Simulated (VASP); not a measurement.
Data:

```
CELL_PARAMETERS angstrom
      4.68092     0.00000     0.00000
     -2.34046     4.05379     0.00000
      0.00000     0.00000    10.40068
ATOMIC_POSITIONS crystal
  Hg 0.30582 0.30582 0.00000
  Hg 0.69418 0.00000 0.33333
  Hg 0.00000 0.69418 0.66667
  Te 0.48904 0.48904 0.50000
  Te 0.51096 0.00000 0.83333
  Te 0.00000 0.51096 0.16667
```

All values below come from r2SCAN meta-GGA, VASP's PBE PAW potentials (set 64) (plane waves; VASP 6.6.1). Run with 400 eV cut-off, 6×6×3 Γ-centred mesh, tetrahedra with Blöchl corrections, potentials Hg Te.

Unless said otherwise, spin-orbit coupling is left out, though it shifts the bands of the heavy elements here.

Problem. Give the energies of bands 18 to 31 at the high-symmetry points, in eV from the valence-band maximum.

Solution. 
```tsv
band	Γ	M	K	A	L	H
18	-6.70	-6.23	-6.35	-6.69	-6.53	-6.57
19	-4.50	-5.01	-4.62	-4.96	-5.16	-4.83
20	-4.50	-4.89	-4.62	-3.12	-4.63	-4.54
21	-1.74	-3.62	-4.62	-3.12	-3.94	-4.54
22	-1.66	-3.33	-3.36	-1.33	-2.91	-2.62
23	-1.27	-2.34	-2.68	-1.27	-2.27	-2.62
24	-1.27	-2.01	-2.68	-1.27	-2.03	-2.19
25	-0.18	-1.29	-1.31	-0.26	-1.92	-2.19
26	-0.17	-1.02	-0.94	-0.26	-1.00	-2.02
27	-0.17	-0.84	-0.94	0.00	-0.72	-0.88
28	0.96	1.04	1.28	1.81	1.35	2.00
29	2.55	1.96	1.87	1.81	1.87	2.52
30	2.55	2.09	1.87	2.53	2.72	2.52
31	3.44	2.94	5.21	2.96	2.97	4.33
```

The gap is indirect, 0.96 eV, from the valence maximum at A to the conduction minimum at Γ.

The structure comes from a computed database's HgTe entry (P3_121); how it stands against other phases isn't given here. It was relaxed first.
